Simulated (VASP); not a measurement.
Output of a VASP run:

OSZICAR:
```
       N       E                     dE             d eps       ncg     rms          rms(c)
DAV:   1     0.198254530707E+02    0.19825E+02   -0.41750E+03  4584   0.657E+02
DAV:   2    -0.333105470976E+01   -0.23157E+02   -0.21818E+02  3607   0.137E+02
DAV:   3    -0.345856357567E+01   -0.12751E+00   -0.12736E+00  4236   0.101E+01
DAV:   4    -0.345893241072E+01   -0.36884E-03   -0.36883E-03  3923   0.577E-01
DAV:   5    -0.345893515880E+01   -0.27481E-05   -0.27478E-05  3995   0.475E-02    0.675E+00
DAV:   6    -0.322061216098E+01    0.23832E+00   -0.86966E-01  3574   0.882E+00    0.457E+00
DAV:   7    -0.320785391185E+01    0.12758E-01   -0.49612E-02  3804   0.209E+00    0.245E+00
DAV:   8    -0.320617843011E+01    0.16755E-02   -0.72520E-04  3687   0.262E-01    0.188E-01
DAV:   9    -0.320617401927E+01    0.44108E-05   -0.47078E-06  3989   0.214E-02    0.308E-02
DAV:  10    -0.320618037124E+01   -0.63520E-05   -0.28713E-06  3793   0.198E-02    0.535E-03
DAV:  11    -0.320618026278E+01    0.10846E-06   -0.33943E-08  1818   0.171E-03
   1 F= -.32061803E+01 E0= -.32055234E+01  d E =-.131379E-02
```

### OUTCAR
```
------------------------ aborting loop because EDIFF is reached ----------------------------------------
  FORCE on cell =-STRESS in cart. coord.  units (eV):
  Direction    XX          YY          ZZ          XY          YZ          ZX
  --------------------------------------------------------------------------------------
  Total       -0.8644398     -0.8644398     -0.8644398      0.0000000      0.0000000     -0.0000000
  in kB      -72.9954592    -72.9954592    -72.9954592      0.0000000      0.0000000     -0.0000000
  external PRESSURE =     -72.9954592 kB  Pullay stress =       0.0000000 kB
  volume of cell :       18.97
      direct lattice vectors                 reciprocal lattice vectors
     0.000000000  2.116930000  2.116930000    -0.236191088  0.236191088  0.236191088
     2.116930000  0.000000000  2.116930000     0.236191088 -0.236191088  0.236191088
     2.116930000  2.116930000  0.000000000     0.236191088  0.236191088 -0.236191088
 POSITION                                       TOTAL-FORCE (eV/Angst)
 -----------------------------------------------------------------------------------
      0.00000      0.00000      0.00000         0.000000      0.000000      0.000000
 -----------------------------------------------------------------------------------
    total drift:                                0.000000      0.000000      0.000000
  FREE ENERGIE OF THE ION-ELECTRON SYSTEM (eV)
  ---------------------------------------------------
  free  energy   TOTEN  =        -3.2061802628 eV

  energy  without entropy=       -3.2048664771  energy(sigma->0) =       -3.20552337
```
(Selected blocks of OUTCAR.)

POSCAR:
```
Au
1
    0.0000000000     2.1169300000     2.1169300000
    2.1169300000     0.0000000000     2.1169300000
    2.1169300000     2.1169300000     0.0000000000
Au
1
Direct
  0.0000000000   0.0000000000   0.0000000000
```

Task: Reconstruct the remaining input files.

Result: This is not unique; one that fits is the input of the run itself, PBE GGA, plane waves, VASP's PBE PAW potentials (set 64).

File KPOINTS:
```
Automatic
0
gamma
18 18 18
0 0 0
```

INCAR:
```
SYSTEM  =  Au
PREC  =  Accurate; ENCUT  =  300; LREAL  =  .False.
LASPH  =  .True.
EDIFF  =  1E-6; NELM  =  100; ALGO  =  Normal
LMAXMIX  =  6
ISMEAR  =  0; SIGMA  =  0.1
GGA  =  PE
ISIF  =  2
LWAVE  =  .False.; LCHARG  =  .False.
```

POTCAR, in this order: Au (PBE.64 set). Program: vasp_std.

At this cut-off the stress carries a Pulay error, which pulls relaxed volumes low.

The structure comes from a computed database's Au entry; how it stands against other phases isn't given here. The cell was not relaxed at this level.
